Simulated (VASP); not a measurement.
Crystal: As.

```
CELL_PARAMETERS angstrom
1.87975 1.08527 3.48577
-1.87975 1.08527 3.48577
0.00000 -2.17055 3.48577
ATOMIC_POSITIONS crystal
As 0.22754 0.22754 0.22754
As 0.77246 0.77246 0.77246
```

```yaml
Program: VASP 6.6.1
Task: relaxation of cell and atoms
Functional: PBEsol
Potentials_or_basis: VASP PAW PBE potentials, release 64 (As)
Cutoff: 600 eV
k_mesh: 15 × 15 × 15
Occupations: gaussian, width 0.1 eV
Spin: no spin polarisation
```

At the start: pressure 0.5 GPa; volume 21.33 Å³/atom.

Where does the relaxation end?

Over 12 steps the energy falls by 5.5 meV/atom and the volume is 20.90 Å³/atom (-2.1 %); space group R-3m (No. 166, to 0.05 Å).

Step by step:
| step | energy change (eV) | largest force (eV/Å) | pressure (GPa) | volume (Å³) |
| --- | --- | --- | --- | --- |
| 1 | 0.0000 | 0.2380 | 0.54 | 42.67 |
| 2 | -0.0036 | 0.0036 | -0.97 | 43.11 |
| 3 | -0.0037 | 0.0352 | -0.77 | 43.05 |
| 4 | -0.0073 | 0.0153 | -0.51 | 42.63 |
| 5 | -0.0106 | 0.0181 | 0.06 | 41.86 |
| 6 | -0.0107 | 0.0242 | 0.18 | 41.71 |
| 7 | -0.0109 | 0.0200 | -0.10 | 41.81 |
| 8 | -0.0109 | 0.0209 | -0.05 | 41.79 |
| 9 | -0.0109 | 0.0082 | 0.09 | 41.75 |
| 10 | -0.0110 | 0.0035 | 0.04 | 41.76 |
| 11 | -0.0110 | 0.0040 | 0.03 | 41.76 |
| 12 | -0.0110 | 0.0015 | 0.00 | 41.79 |

Final structure:
```
As
1.0
     1.89439    1.09373    3.36161
    -1.89439    1.09373    3.36161
     0.00000   -2.18745    3.36161
As
2
Cartesian
  0.0000 0.0000 2.3252
  0.0000 0.0000 7.7597
```

Caveat: the PAW data sets were made with another functional, which shifts forces and pressure a little.
